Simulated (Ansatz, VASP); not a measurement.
# Si83Ge37 (amorphous Si0.7Ge0.3) in two plane-wave programs, part 2 of 2

Wanted: the spread between two codes on one cell, functional and k mesh. Of the first pair: The structure shown is the start of the Ansatz relaxation below; VASP solves that cell, so the two are compared at the walk's first step.

VASP 6.6.1 and Ansatz 0.2.0.

So far. Step 3 (VASP: single point, PBE, start cell, pair 1): The run ends at a pressure of -0.53 GPa, with forces up to 0.55 eV/Å.

## (6) VASP: single point, PBE, relaxed cell, pair 2

Level of this step: PBE; plane waves and PAW (Si, Ge_d) (VASP).

The same cell, functional, mesh and smearing now go to VASP, with its own data sets.

File INCAR:

```
SYSTEM = Si83Ge37
PREC = Accurate
ENCUT = 410
EDIFF = 1E-06
NELM = 120
ISMEAR = -1
SIGMA = 0.05
LREAL = Auto
ALGO = Normal
GGA = PE
NBANDS = 512
LORBIT = 11
LWAVE = .FALSE.
LCHARG = .FALSE.
ISIF = 2
LASPH = .TRUE.
GGA_COMPAT = .FALSE.
EFERMI = MIDGAP
NCORE = 4
```

File POSCAR:

```
Si83Ge37
1.0
   13.7704000000      0.0000000000      0.0000000000
    0.0000000000     13.7704000000      0.0000000000
    0.0000000000      0.0000000000     13.7704000000
Si Ge
83 37
Direct
    0.0567600000      0.9957500000      0.8728600000
    0.8344600000      0.3547500000      0.5024900000
[... 6 atom lines left out ...]
    0.3933800000      0.3428500000      0.1223200000
[... 2 atom lines left out ...]
    0.0717200000      0.5795400000      0.1000700000
[... 2 atom lines left out ...]
    0.2436700000      0.9142000000      0.4638400000
[... 1 atom line left out ...]
    0.3971800000      0.4702400000      0.0097500000
    0.9001100000      0.3020300000      0.3545300000
[... 2 atom lines left out ...]
    0.2175900000      0.0041800000      0.3137300000
[... 4 atom lines left out ...]
    0.8404100000      0.1745800000      0.1252500000
    0.4909200000      0.0972900000      0.2819800000
    0.2323500000      0.8622200000      0.2196200000
[... 1 atom line left out ...]
    0.3987700000      0.9662400000      0.5101200000
[... 2 atom lines left out ...]
    0.2817700000      0.2327600000      0.0448900000
[... 2 atom lines left out ...]
    0.2493800000      0.1342800000      0.6217700000
[... 6 atom lines left out ...]
    0.1150000000      0.6100900000      0.2586300000
[... 1 atom line left out ...]
    0.0080100000      0.1075400000      0.1383100000
[... 3 atom lines left out ...]
    0.3275400000      0.6166000000      0.0711800000
[... 3 atom lines left out ...]
    0.1968400000      0.3873900000      0.4880900000
    0.0902000000      0.3597400000      0.6811500000
[... 5 atom lines left out ...]
    0.3240500000      0.3980800000      0.2689500000
[... 1 atom line left out ...]
    0.7882000000      0.1881000000      0.2892300000
    0.3247200000      0.1395300000      0.3298300000
    0.5510300000      0.1872100000      0.5392100000
[... 1 atom line left out ...]
    0.3443800000      0.5005700000      0.5277300000
    0.9806400000      0.5485300000      0.3424900000
    0.9805000000      0.3688200000      0.9501600000
[... 12 atom lines left out ...]
    0.2458800000      0.2672800000      0.8821800000
    0.1692600000      0.9812900000      0.5989100000
    0.0621300000      0.2304300000      0.3866000000
    0.2060900000      0.2711900000      0.2908700000
[... 3 atom lines left out ...]
    0.3781900000      0.1455500000      0.5015400000
    0.0518500000      0.0708100000      0.3075600000
[... 2 atom lines left out ...]
    0.9561700000      0.1483400000      0.6228800000
[... 2 atom lines left out ...]
    0.2892700000      0.5659100000      0.2392100000
[... 2 atom lines left out ...]
    0.1298000000      0.2450300000      0.1302400000
[... 1 atom line left out ...]
    0.9167900000      0.4278400000      0.2292600000
[... 1 atom line left out ...]
    0.5652500000      0.2975600000      0.1204400000
[... 1 atom line left out ...]
    0.0497900000      0.4039700000      0.1066700000
    0.6125900000      0.2304200000      0.2836000000
    0.0500600000      0.4987400000      0.4924200000
    0.3915500000      0.3600600000      0.4290900000
[... 3 atom lines left out ...]
    0.1960500000      0.5018600000      0.6436100000
[... 1 atom line left out ...]
    0.9320200000      0.9696600000      0.3958200000
    0.2872600000      0.0719100000      0.1103200000
    0.5750700000      0.3347700000      0.4304700000
[... 3 atom lines left out ...]
    0.1125700000      0.2295200000      0.5625600000
    0.4637700000      0.0366400000      0.1143800000
```

File KPOINTS:

```
Automatic mesh
0
Gamma
1 1 1
0 0 0
```

The projector-augmented-wave data sets are Si and Ge_d (PBE family, release 64).

The run is started by

```sh
$ mpirun -np 16 vasp_gam
```

Numbers of over 12 decimals in the logs are rounded to 6 here.

The log of the run:

```text
[... set-up lines as in an earlier step ...]
 entering main loop
       N       E                     dE             d eps       ncg     rms          rms(c)
DAV:   1     0.156534027586E+05    0.15653E+05   -0.26867E+05  1168   0.301E+03
DAV:   2     0.291330429795E+04   -0.12740E+05   -0.12372E+05  1024   0.789E+02
DAV:   3    -0.128527030234E+03   -0.30418E+04   -0.28631E+04  1176   0.247E+02
DAV:   4    -0.575156554031E+03   -0.44663E+03   -0.42474E+03  1280   0.955E+01
[...]
DAV:  18    -0.590179342742E+03   -0.32934E-05   -0.97989E-06  1144   0.172E-02    0.322E-03
DAV:  19    -0.590179344201E+03   -0.14599E-05   -0.49112E-06   936   0.670E-03    0.149E-03
DAV:  20    -0.590179344804E+03   -0.60293E-06   -0.10959E-06   768   0.495E-03
   1 F= -.59017934E+03 E0= -.59009365E+03  d E =-.171382E+00
```

From OUTCAR (step 6):

```text
  FREE ENERGIE OF THE ION-ELECTRON SYSTEM (eV)
  ---------------------------------------------------
  free  energy   TOTEN  =      -590.1793448043 eV

  energy  without entropy=     -590.0079631671  energy(sigma->0) =     -590.09365399
```

The run ends at a pressure of -0.54 GPa, with forces up to 0.045 eV/Å.

## (7) Differences

Compared:

| quantity | Ansatz | VASP | difference |
| --- | --- | --- | --- |
| gap on the k mesh (eV) | 0.119 | 0.119 | 0.000 |

At this near-relaxed geometry the largest component of a force difference is 8 meV/Å. A gap on the mesh is an upper bound, since the band edges may lie between its points.

## (8) Ansatz: relaxation, PBE

The two programs are compared at the cell with which this relaxation starts, whose forces are those of its first step.

The structure compared here is the start of the Ansatz relaxation; VASP solves that cell, so the two are compared at the walk's first step.

File input.yaml:

```yaml
crystal:
  lattice:
    - [13.7704, 0.0, 0.0]
    - [0.0, 13.7704, 0.0]
    - [0.0, 0.0, 13.7704]
  atoms:
    - { symbol: Si, position: [0.05671, 0.99556, 0.87271] }
    - { symbol: Si, position: [0.83497, 0.35468, 0.50196] }
[... 2 atom lines left out ...]
    - { symbol: Si, position: [0.11456, 0.76962, 0.30539] }
[... 3 atom lines left out ...]
    - { symbol: Si, position: [0.39319, 0.34221, 0.12327] }
[... 6 atom lines left out ...]
    - { symbol: Si, position: [0.49311, 0.37761, 0.75992] }
[... 1 atom line left out ...]
    - { symbol: Si, position: [0.90137, 0.30206, 0.35408] }
    - { symbol: Si, position: [0.18037, 0.75413, 0.4626] }
[... 1 atom line left out ...]
    - { symbol: Si, position: [0.21751, 0.00476, 0.31306] }
    - { symbol: Si, position: [0.41982, 0.62253, 0.74156] }
[... 8 atom lines left out ...]
    - { symbol: Si, position: [0.42793, 0.73832, 0.61749] }
[... 3 atom lines left out ...]
    - { symbol: Si, position: [0.28204, 0.53791, 0.791] }
    - { symbol: Si, position: [0.24937, 0.13448, 0.6219] }
[... 1 atom line left out ...]
    - { symbol: Si, position: [0.87827, 0.48967, 0.74564] }
[... 3 atom lines left out ...]
    - { symbol: Si, position: [0.94862, 0.421, 0.61113] }
    - { symbol: Si, position: [0.11506, 0.61033, 0.25857] }
[... 9 atom lines left out ...]
    - { symbol: Ge, position: [0.19715, 0.3876, 0.48545] }
[... 3 atom lines left out ...]
    - { symbol: Si, position: [0.4405, 0.89556, 0.99821] }
[... 1 atom line left out ...]
    - { symbol: Si, position: [0.55942, 0.15073, 0.02186] }
[... 2 atom lines left out ...]
    - { symbol: Si, position: [0.7888, 0.18816, 0.28935] }
    - { symbol: Si, position: [0.323, 0.14153, 0.32944] }
[... 1 atom line left out ...]
    - { symbol: Si, position: [0.03104, 0.96336, 0.04071] }
    - { symbol: Si, position: [0.34423, 0.50044, 0.52766] }
[... 1 atom line left out ...]
    - { symbol: Si, position: [0.98103, 0.36832, 0.95049] }
[... 1 atom line left out ...]
    - { symbol: Si, position: [0.47735, 0.12369, 0.84569] }
[... 3 atom lines left out ...]
    - { symbol: Si, position: [0.90429, 0.86698, 0.66339] }
[... 3 atom lines left out ...]
    - { symbol: Si, position: [0.16191, 0.84688, 0.06368] }
[... 1 atom line left out ...]
    - { symbol: Si, position: [0.74594, 0.87481, 0.72631] }
    - { symbol: Si, position: [0.07972, 0.28118, 0.83918] }
    - { symbol: Si, position: [0.24571, 0.26702, 0.88286] }
    - { symbol: Si, position: [0.16929, 0.98142, 0.59893] }
    - { symbol: Si, position: [0.06501, 0.23182, 0.38486] }
[... 3 atom lines left out ...]
    - { symbol: Ge, position: [0.37781, 0.14584, 0.50134] }
    - { symbol: Ge, position: [0.05203, 0.07128, 0.30742] }
[... 1 atom line left out ...]
    - { symbol: Ge, position: [0.40711, 0.66739, 0.33436] }
    - { symbol: Ge, position: [0.95642, 0.14849, 0.62248] }
[... 2 atom lines left out ...]
    - { symbol: Ge, position: [0.28892, 0.56443, 0.23958] }
[... 2 atom lines left out ...]
    - { symbol: Ge, position: [0.13171, 0.24567, 0.13511] }
[... 1 atom line left out ...]
    - { symbol: Ge, position: [0.91727, 0.42828, 0.2292] }
    - { symbol: Ge, position: [0.13685, 0.74128, 0.73631] }
[... 2 atom lines left out ...]
    - { symbol: Ge, position: [0.05068, 0.40357, 0.10706] }
[... 1 atom line left out ...]
    - { symbol: Ge, position: [0.05049, 0.49967, 0.49317] }
    - { symbol: Ge, position: [0.39107, 0.35979, 0.42896] }
[... 2 atom lines left out ...]
    - { symbol: Ge, position: [0.07853, 0.66619, 0.58067] }
    - { symbol: Ge, position: [0.1965, 0.50104, 0.64319] }
[... 3 atom lines left out ...]
    - { symbol: Ge, position: [0.57497, 0.33468, 0.43016] }
[... 3 atom lines left out ...]
    - { symbol: Ge, position: [0.11285, 0.22964, 0.56165] }
    - { symbol: Ge, position: [0.46374, 0.03668, 0.11453] }
kpoints:
  mp_grid: { grid: [1, 1, 1] }
hamiltonian:
  xc: pbe
scf:
  occupations: { method: fermi_dirac, width: 0.05 }
output:
  forces: true
  eigenvalues: true
relax:
  f_tol: 0.05
  max_steps: 90
```

The run is started by

```sh
$ ansatz run input.yaml --threads 4 --pin off --max-ram 8192MiB --backend cpu --events-out ev --progress --plain --runs-dir out
```

The log of the run:

```text
[...]
Crystal: 120 atoms, lattice volume = 2611.197 Å³
Basis set: ecut = 420 eV, 50883 PW (Γ), exchange–correlation on 192×192×192 points (8 copies of the dense FFT grid, shifted against one another)
Bands: 545, of which v1, the nominal top of the filled ones, is band 425 counted from 1 (424 counted from 0)
Symmetry: 1 space group operations
[...]
k-points: 1
[...]
- { symbol: Ge, position: [0.992759, 0.981009, 0.568356] }
    - { symbol: Ge, position: [0.607906, 0.673837, 0.071115] }
    - { symbol: Ge, position: [0.377154, 0.147916, 0.501009] }
    - { symbol: Ge, position: [0.052689, 0.070185, 0.307233] }
    - { symbol: Ge, position: [0.922382, 0.604464, 0.00838968] }
    - { symbol: Ge, position: [0.407421, 0.667830, 0.333645] }
[...]
- { symbol: Ge, position: [0.441097, 0.904104, 0.672964] }
    - { symbol: Ge, position: [0.583271, 0.730162, 0.536768] }
    - { symbol: Ge, position: [0.108628, 0.224913, 0.563299] }
    - { symbol: Ge, position: [0.463845, 0.037110, 0.114107] }
```

## (9) VASP: single point, PBE, start cell, pair 3

The same cell, functional, mesh and smearing now go to VASP, with its own data sets.

INCAR is that of step 6.

File POSCAR:

```
Si83Ge37
1.0
   13.7704000000      0.0000000000      0.0000000000
    0.0000000000     13.7704000000      0.0000000000
    0.0000000000      0.0000000000     13.7704000000
Si Ge
83 37
Direct
    0.0567085923      0.9955629466      0.8727124847
    0.8349721141      0.3546810550      0.5019607274
[... 2 atom lines left out ...]
    0.1145573113      0.7696217975      0.3053869169
[... 3 atom lines left out ...]
    0.3931911927      0.3422122814      0.1232716551
[... 6 atom lines left out ...]
    0.4931084064      0.3776070412      0.7599198280
[... 1 atom line left out ...]
    0.9013681520      0.3020609423      0.3540783129
    0.1803723930      0.7541320514      0.4626009411
[... 1 atom line left out ...]
    0.2175100215      0.0047565793      0.3130628014
    0.4198207750      0.6225309359      0.7415616104
[... 8 atom lines left out ...]
    0.4279323767      0.7383227793      0.6174911404
[... 3 atom lines left out ...]
    0.2820397374      0.5379073956      0.7910009876
    0.2493682101      0.1344768489      0.6218991460
[... 1 atom line left out ...]
    0.8782678789      0.4896735026      0.7456428281
[... 3 atom lines left out ...]
    0.9486216813      0.4209972114      0.6111296694
    0.1150583861      0.6103308546      0.2585691047
[... 9 atom lines left out ...]
    0.0903314355      0.3594013246      0.6807427526
[... 3 atom lines left out ...]
    0.3516165108      0.4002498112      0.8586097717
[... 1 atom line left out ...]
    0.3205280892      0.3954206123      0.2692369140
[... 2 atom lines left out ...]
    0.3229971533      0.1415282054      0.3294385058
    0.5508627200      0.1872422007      0.5390693081
[... 1 atom line left out ...]
    0.3442311044      0.5004429791      0.5276607796
    0.9808574914      0.5490327078      0.3428222855
[... 1 atom line left out ...]
    0.2067986406      0.2698396561      0.2918578981
[... 1 atom line left out ...]
    0.4800586766      0.4992374949      0.6400685528
[... 3 atom lines left out ...]
    0.3067303782      0.1384128275      0.7912769418
[... 3 atom lines left out ...]
    0.3290826701      0.6723334108      0.4910968454
[... 1 atom line left out ...]
    0.0797217220      0.2811828269      0.8391767850
    0.2457081857      0.2670220182      0.8828574333
    0.1692906524      0.9814166618      0.5989295881
    0.0650090048      0.2318233312      0.3848617324
    0.1971475048      0.3875994888      0.4854470458
[... 3 atom lines left out ...]
    0.3778103759      0.1458418056      0.5013434613
    0.0520318945      0.0712833324      0.3074202638
[... 1 atom line left out ...]
    0.4071123569      0.6673880207      0.3343621100
    0.9564210190      0.1484924185      0.6224801022
[... 2 atom lines left out ...]
    0.2889168071      0.5644280486      0.2395790972
[... 2 atom lines left out ...]
    0.1317100447      0.2456718759      0.1351086388
[... 1 atom line left out ...]
    0.9172718294      0.4282809504      0.2292017661
    0.1368515076      0.7412783942      0.7363112183
[... 2 atom lines left out ...]
    0.0506811712      0.4035685238      0.1070629757
[... 1 atom line left out ...]
    0.0504923604      0.4996732121      0.4931665021
    0.3910707024      0.3597934701      0.4289635740
[... 2 atom lines left out ...]
    0.0785307616      0.6661897984      0.5806730378
    0.1965011910      0.5010384593      0.6431911927
[... 3 atom lines left out ...]
    0.5749724046      0.3346816360      0.4301617963
[... 3 atom lines left out ...]
    0.1128507523      0.2296374833      0.5616467205
    0.4637410678      0.0366801255      0.1145282635
```

KPOINTS is that of step 6.

The run is started by

```sh
$ mpirun -np 16 vasp_gam
```

The log of the run:

```text
[... set-up lines as in an earlier step ...]
 entering main loop
       N       E                     dE             d eps       ncg     rms          rms(c)
DAV:   1     0.156575805490E+05    0.15658E+05   -0.27023E+05  1152   0.301E+03
DAV:   2     0.293722415874E+04   -0.12720E+05   -0.12344E+05  1024   0.800E+02
DAV:   3    -0.123752554330E+03   -0.30610E+04   -0.28822E+04  1176   0.247E+02
DAV:   4    -0.575301629464E+03   -0.45155E+03   -0.42969E+03  1280   0.959E+01
[...]
DAV:  18    -0.590557309387E+03   -0.22457E-05   -0.92082E-06  1072   0.142E-02    0.283E-03
DAV:  19    -0.590557310904E+03   -0.15171E-05   -0.50959E-06   912   0.682E-03    0.143E-03
DAV:  20    -0.590557311398E+03   -0.49316E-06   -0.13940E-06   736   0.587E-03
   1 F= -.59055731E+03 E0= -.59047190E+03  d E =-.170830E+00
```

From OUTCAR (step 9):

```text
  FREE ENERGIE OF THE ION-ELECTRON SYSTEM (eV)
  ---------------------------------------------------
  free  energy   TOTEN  =      -590.5573113976 eV

  energy  without entropy=     -590.3864812868  energy(sigma->0) =     -590.47189634
```

The run ends at a pressure of -0.53 GPa, with forces up to 0.47 eV/Å.

## (10) Side by side

Forces on 8 of the 120 atoms, those with the largest forces and the largest differences (eV/Å; atoms numbered as in POSCAR):

| atom | Ansatz x, y, z | VASP x, y, z |
| --- | --- | --- |
| Si65 | 0.296, 0.200, 0.109 | 0.300, 0.201, 0.111 |
| Si68 | -0.003, -0.071, -0.102 | 0.000, -0.071, -0.105 |
| Ge84 | 0.013, -0.303, -0.357 | 0.015, -0.305, -0.361 |
| Ge94 | 0.008, 0.002, 0.003 | 0.004, 0.010, 0.006 |
| Ge106 | -0.365, 0.267, 0.005 | -0.378, 0.265, 0.000 |
| Ge107 | 0.249, -0.020, -0.067 | 0.249, -0.015, -0.069 |
| Ge111 | 0.011, 0.192, 0.242 | 0.015, 0.193, 0.253 |
| Ge119 | -0.168, -0.262, 0.128 | -0.167, -0.262, 0.131 |

The forces differ by 2.9 meV/Å r.m.s., which is 5.7 % of the r.m.s. force of 0.050 eV/Å (both taken over all components).

## (11) Outcome

| Item | Value |
| --- | --- |
| r.m.s. force difference (single point, PBE, start cell, pair 1) | 2.8 meV/Å |
| difference in gap on the k mesh (single point, PBE, relaxed cell, pair 2) | 1.2e-4 eV |
| r.m.s. force difference (single point, PBE, start cell, pair 3) | 2.9 meV/Å |

**Reading.** The r.m.s. force difference is 2.9 meV/Å (single point, PBE, start cell, pair 3), within the 12 meV/Å picked in this series as the mark of a large difference. 1 further run of this series is not shown here. How closely two codes agree says nothing of how well the functional describes the real material.

[Lines on the potential files, build, host, timing and source positions are cut from VASP's logs without a mark.]

[Logs are printed without paths, hosts, clocks, repeated set-up lines and the standing remarks that a program may print on its own settings, such as how far it seeks lower states.]

[Hosts, paths, dates, database ids (printed as entryN), source tags and the programs' standing remarks are cut or masked in the printed files.]
